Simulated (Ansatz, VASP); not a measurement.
## Cross-check of SnO (Romarchite) between VASP and Ansatz

Aim: how closely do two programs agree when they are given the same cell, functional and k mesh? The cell is taken from a series of runs on this material, whose earlier steps may have relaxed, scaled, displaced or heated it; both programs get it as it stands.

Method: plane waves, with VASP 6.6.1 beside it; zone-centre phonons at PBE, in Ansatz 0.2.0.

## (1) The starting structure

Symmetry: P4/nmm, No. 129, tetragonal system. Conventional cell: a = 3.867 Å, b = 3.867 Å, c = 5.075 Å, α = 90.00°, β = 90.00°, γ = 90.00°. Nearest to Sn lie 4 O at 2.25 Å. Nearest to O lie 4 Sn at 2.25 Å. Farther neighbours and most contacts between anions are not listed.

## (2) Ansatz: zone-centre phonons, PBE

Ansatz runs on its PAW soft_1 files.

Second derivatives magnify differences that forces hide, and they need a tight electronic threshold.

Contents of input.yaml:

```yaml
crystal:
  lattice:
    - [3.8671176152, 0.0, 0.0]
    - [0.0, 3.8671176152, 0.0]
    - [0.0, 0.0, 5.074577218]
  atoms:
    - { symbol: Sn, position: [0.5, 0.0, 0.228384535] }
    - { symbol: Sn, position: [0.0, 0.5, 0.771615465] }
    - { symbol: O, position: [0.0, 0.0, 0.0] }
    - { symbol: O, position: [0.5, 0.5, 0.0] }
kpoints:
  mp_grid: { grid: [12, 12, 10] }
hamiltonian:
  xc: pbe
  pseudopotentials: { kind: paw, azcp: { folder: soft_1 } }
scf:
  occupations: { method: fixed }
output:
  eigenvalues: true
phonons:
  method: dfpt
  dielectric: true
  rigid_motions: translations
```

On the command line:

```
$ ansatz run input.yaml --threads 4 --pin off --max-ram 16384MiB --backend cpu --events-out ev --progress --plain --runs-dir out
```

Numbers of over 12 decimals in the logs are rounded to 6 here.

Log:

```text
Engine: ansatz 0.2.0, aarch64-unknown-linux-gnu
Pseudopotentials: kind: paw
Pseudopotential: Sn, paw, valence charge 14, recommended cutoff 420 eV (normal), soft_1/Sn.paw.azcp
Pseudopotential: O, paw, valence charge 6, recommended cutoff 420 eV (normal), soft_1/O.paw.azcp
Functional definition: PBE
  parameter kappa = 0.804
  parameter beta = 0.066725
  exchange = pbe_x(kappa = kappa, mu = beta*pi^2/3)
  correlation = pbe_c(beta = beta)
Crystal: 4 atoms, lattice volume = 75.888 Å³
Basis set: ecut = 420 eV, 1513 PW (Γ), exchange–correlation on 60×60×72 points (8 copies of the dense FFT grid, shifted against one another)
Bands: 24, of which v1, the nominal top of the filled ones, is band 20 counted from 1 (19 counted from 0)
Symmetry: 16 space group operations
k-points: 434 of 1440 (irreducible under 2 space group operations, time reversal used)
Non-local potential: Sn, projectors of the file, l = 0: 2, l = 1: 2, l = 2: 2, l = 3: 1
Non-local potential: O, projectors of the file, l = 0: 2, l = 1: 2, l = 2: 1
PAW form: soft (Blöchl's): semilocal exchange-correlation on the pseudo side does not see the compensation charge
PAW one-centre angular grid: Sn, 590 points (default); XC on 64 Gauss nodes
PAW one-centre angular grid: O, 110 points (default); XC on 64 Gauss nodes
Initial density: superposition of atomic densities (chi_scale 0.1, normalization cell, long waves kept (reshape's long-wave potential 0.21 eV rms))
Initial wavefunctions: pseudopotential atomic-orbital guess
Functional: x = pbe(κ = 0.804, μ = 0.219515), c = pbe(β = 0.066725)
SCF iter   1: F=—  HF=-13184.101995 eV  |F-HF|=—  |Δ(HF+E_count)|=         —  Δρ=4.66e-2  dr2=2.17e0  ethr=3.10e-3  ⟨swp⟩=4.8  Hψ=42301  notcnv=0  defer=823
preconditioner: auto → Resta (q_TF=auto, 2.452 Å⁻¹)  ε∞=3.2  [insulator: Δε(μ)=0.194 eV  Ē_g=18.206 eV  n_scr=18 (ndim 8)  ℏωp=27.0 eV  f_vac=0.000  ε∞_Penn≈3.2]
SCF iter   2: F=—  HF=-13183.635561 eV  |F-HF|=—  |Δ(HF+E_count)|=   4.66e-1  Δρ=2.27e-2  dr2=4.64e-1  ethr=3.10e-3  ⟨swp⟩=3.1  Hψ=25649  notcnv=0  defer=836
SCF iter   3: F=—  HF=-13183.586997 eV  |F-HF|=—  |Δ(HF+E_count)|=   4.86e-2  Δρ=1.53e-2  dr2=1.43e-1  ethr=1.16e-3  ⟨swp⟩=2.7  Hψ=18888  notcnv=0  defer=823
SCF iter   4: F=—  HF=-13183.572011 eV  |F-HF|=—  |Δ(HF+E_count)|=   1.50e-2  Δρ=4.08e-3  dr2=1.25e-2  ethr=3.56e-4  ⟨swp⟩=2.3  Hψ=16059  notcnv=0  defer=854
SCF iter   5: F=—  HF=-13183.575288 eV  |F-HF|=—  |Δ(HF+E_count)|=   3.28e-3  Δρ=7.54e-4  dr2=5.23e-4  ethr=3.12e-5  ⟨swp⟩=2.4  Hψ=18062  notcnv=0  defer=864
SCF iter   6: F=—  HF=-13183.575896 eV  |F-HF|=—  |Δ(HF+E_count)|=   6.08e-4  Δρ=2.55e-4  dr2=6.16e-5  ethr=1.31e-6  ⟨swp⟩=2.3  Hψ=18107  notcnv=0  defer=864
SCF iter   7: F=—  HF=-13183.576009 eV  |F-HF|=—  |Δ(HF+E_count)|=   1.13e-4  Δρ=5.69e-5  dr2=2.99e-6  ethr=1.54e-7  ⟨swp⟩=2.1  Hψ=17154  notcnv=0  defer=674
SCF iter   8: F=—  HF=-13183.576017 eV  |F-HF|=—  |Δ(HF+E_count)|=   7.61e-6  Δρ=1.92e-5  dr2=2.97e-7  ethr=7.47e-9  ⟨swp⟩=2.7  Hψ=18176  notcnv=0  defer=2
SCF iter   9: F=—  HF=-13183.576017 eV  |F-HF|=—  |Δ(HF+E_count)|=   2.97e-7  Δρ=4.18e-6  dr2=1.37e-8  ethr=7.44e-10  ⟨swp⟩=2.0  Hψ=18791  notcnv=0  defer=2
SCF iter  10: F=—  HF=-13183.576017 eV  |F-HF|=—  |Δ(HF+E_count)|=   6.77e-9  Δρ=6.49e-7  dr2=2.58e-10  ethr=3.42e-11  ⟨swp⟩=2.0  Hψ=18628  notcnv=0  defer=2
SCF iter  11: F=-13183.576017 eV  HF=-13183.576017 eV  |F-HF|=5.46e-12  |Δ(HF+E_count)|=  3.20e-10  Δρ=1.02e-7  dr2=7.71e-12  ethr=1.00e-12  ⟨swp⟩=9.4  Hψ=68073  notcnv=0
SCF 1 converged in 11 iterations: F = -13183.576017 eV  dr2 = 7.71e-12
  greatest PAW one-centre occupation: 0.993 electrons in one spin orbital (limit 2), on the Sn atom at site 1 (counted from 0), in its partial waves of l = 2
DFPT response loops at Γ: preconditioner auto → Resta (q_TF=auto, 2.452 Å⁻¹)  ε∞=10.9 (no band partly filled); β = 1.00, the filter's whole step (`scf.mixing.beta` (0.50) is not read by the response loops at its default; to damp them type it under 1.00, their step now; it binds the ground state too); Broyden in place of MSR1
── the response to a field inside a basis, on 12×12×10 k-points: an SCF that follows is theirs, and a resumed run solves both again ──
Bands: 21, of which v1, the nominal top of the filled ones, is band 20 counted from 1 (19 counted from 0)
k-points: 105 of 1440
Initial density: handed on by an earlier stage of this run
Initial wavefunctions: pseudopotential atomic-orbital guess (no wavefunctions were taken with the density)
Eigensolver: Dense (105 Hₖ)
SCF iter   1: F=—  HF=-13183.566071 eV  |F-HF|=—  |Δ(HF+E_count)|=         —  Δρ=2.78e-4  dr2=1.59e-5  ethr=1.00e-1
preconditioner: auto → Resta (q_TF=auto, 2.452 Å⁻¹)  ε∞=3.7  [insulator: Δε(μ)=0.637 eV  Ē_g=16.487 eV  n_scr=18 (ndim 8)  ℏωp=27.0 eV  f_vac=0.032  ε∞_Penn≈3.7]
SCF iter   2: F=—  HF=-13183.566072 eV  |F-HF|=—  |Δ(HF+E_count)|=   1.72e-6  Δρ=1.20e-4  dr2=4.42e-6  ethr=3.97e-8
SCF iter   3: F=—  HF=-13183.566073 eV  |F-HF|=—  |Δ(HF+E_count)|=   9.41e-7  Δρ=5.81e-5  dr2=6.59e-7  ethr=1.11e-8
SCF iter   4: F=-13183.566074 eV  HF=-13183.566074 eV  |F-HF|=2.94e-9  |Δ(HF+E_count)|=   1.37e-7  Δρ=7.11e-6  dr2=2.28e-8  ethr=1.65e-9
SCF 1 converged in 4 iterations: F = -13183.566074 eV  dr2 = 2.28e-8
  greatest PAW one-centre occupation: 0.993 electrons in one spin orbital (limit 2), on the Sn atom at site 0 (counted from 0), in its partial waves of l = 2
DFPT response loops at Γ: preconditioner auto → Resta (q_TF=auto, 2.452 Å⁻¹)  ε∞=9.7 (no band partly filled); β = 1.00, the filter's whole step (`scf.mixing.beta` (0.50) is not read by the response loops at its default; to damp them type it under 1.00, their step now; it binds the ground state too); Broyden in place of MSR1
SCF converged after 11 iterations
Free energy (F): -13183.576017 eV
Harris-Foulkes:  -13183.576017 eV  (|F-HF|=5.46e-12)
Internal energy: -13183.576017 eV  (E = F + TS)
E sigma→0 (E₀):  -13183.576017 eV
Fermi energy:    8.765277 eV
--- Per-component energies (eV) ---
  E_band       = -222.006576
  E_kinetic    = 670.311711
  E_local      = -3215.759372  (includes V_loc(G=0)·N_el)
  E_nonlocal   = 394.837572
  E_hartree    = 1501.178567
  E_xc         = -394.129438
  E_vxc        = -341.940535  (∫ρ·V_xc dr)
  E_paw        = -9063.227531  (= ΣΔE_a)
  E_vpaw       = -731.815138  (= ΣTr[D̂ρ^β])
  E_aug_tail   = 0.002081  (compensation charges beyond the density's cutoff)
  E_ewald      = -3076.789609
  E_smearing   = -0.000000  (= −TS)
  E_closure    = 0.000000  (closes the sum)
  Σ components = -13183.576017   (vs F -13183.576017, Δ=0.00e0)
--- Band table (eV; the first three rows and the last of 434) ---
  k-point 0: bands = [... 16 lower, 5.6128, 5.8870, 5.8870, 8.7647, 10.7021, 12.8436, 13.6821, 13.6821]
  k-point 1: bands = [... 16 lower, 5.6080, 5.8858, 5.8858, 8.6588, 10.6263, 12.9028, 13.2970, 13.2970]
  k-point 2: bands = [... 16 lower, 5.5957, 5.8826, 5.8826, 8.3256, 10.5118, 12.8018, 12.8018, 12.9358]
  k-point 433: bands = [... 16 lower, 6.4031, 6.4031, 6.5272, 6.5272, 11.3681, 11.3681, 12.5032, 12.5032]
--- Phonons (Γ-DFPT): 4 representative perturbations + reference, on 434 of 1440 k-points (Σ response iterations 14) ---
  k mesh reduced under 2 symmetry operations, with k and −k counted as one. Each operation leaves every solved perturbation unchanged. A smaller set is not considered because the run solves the response to a homogeneous field
  ASR residual: 2.968e-5 → 0.000e0 eV/Å²; symmetrization residual: 2.940e-6 eV/Å²
  ASR residual per site (eV/Å²): 2.97e-5 2.97e-5 1.19e-5 1.19e-5
  Γ frequencies (cm⁻¹): 0.00 0.00 0.00 104.81 104.81 200.21 241.12 241.12 327.34 370.61 429.61 429.61
  ε∞ (high-frequency dielectric tensor):
        7.262889     0.000000     0.000000
        0.000000     7.262889     0.000000
        0.000000     0.000000     6.734824
  ε⁰ (static dielectric tensor: ions relaxed, cell fixed):
       21.844574     0.000000     0.000000
        0.000000    21.844574     0.000000
        0.000000     0.000000    11.709150
  ε⁰ − ε∞ (ionic part):
       14.581685     0.000000     0.000000
        0.000000    14.581685     0.000000
        0.000000     0.000000     4.974326
  softest optical mode at Γ: 104.81 cm⁻¹; the repairs (sum rule, projections) moved no ω² at Γ by more than (0.90 cm⁻¹)²
  Born effective charges Z* (e; rows j = field, columns β = displacement):
    site 0:
         3.03587    0.00000    0.00000
        -0.00000    3.03587    0.00000
         0.00000    0.00000    2.72543
    site 1:
         3.03587   -0.00000    0.00000
        -0.00000    3.03587    0.00000
         0.00000   -0.00000    2.72543
    site 2:
        -3.03587    0.00000    0.00000
         0.00000   -3.03587    0.00000
         0.00000   -0.00000   -2.72543
    site 3:
        -3.03587    0.00000   -0.00000
         0.00000   -3.03587    0.00000
        -0.00000   -0.00000   -2.72543
  Z* charge neutrality: 1.364e-3 e pre-enforcement
  solved inside a basis spanned on kpoints, on 12×12×10 k-points, its susceptibility summed on 16×16×12: ε∞ is read to err by 2.2e-2, Z* by 1.6e-2 e (field_mesh: kpoints solves on kpoints); Z* is corrected for what the basis lacks
  optical modes at Γ without the LO–TO term, one row a degenerate level:
      ω (cm⁻¹)  modes    IR ((D/Å)²/amu)
        104.81      2             0.0000
        200.21      1             0.0000
        241.12      2            60.3260
[...]
optical modes at Γ + LO–TO along q̂ = [1.0000, 0.0000, 0.0000]:
      ω (cm⁻¹)  modes    IR ((D/Å)²/amu)
[...]
optical modes at Γ + LO–TO along q̂ = [0.0000, 1.0000, 0.0000]:
      ω (cm⁻¹)  modes    IR ((D/Å)²/amu)
[...]
418.16      1            30.1630
        429.61      2             0.0000
  optical modes at Γ + LO–TO along q̂ = [0.0000, 0.0000, 1.0000]:
      ω (cm⁻¹)  modes    IR ((D/Å)²/amu)
        104.81      2             0.0000
        200.21      1             0.0000
        241.12      2            60.3260
        327.34      1             0.0000
        429.61      2             0.0000
        488.67      1            24.3096
```

Reading the cycles: dr2 is the Hartree energy of the density residual (eV), the measure of convergence; HF is the Harris–Foulkes estimate of the energy, which meets the free energy F at convergence.

[end of part 1 of 3]

[Lines on the potential files, build, host, timing and source positions are cut from VASP's logs without a mark.]

[Logs are printed without paths, hosts, clocks, repeated set-up lines and the standing remarks that a program may print on its own settings, such as how far it seeks lower states.]

[Hosts, paths, dates, database ids (printed as entryN), source tags and the programs' standing remarks are cut or masked in the printed files.]
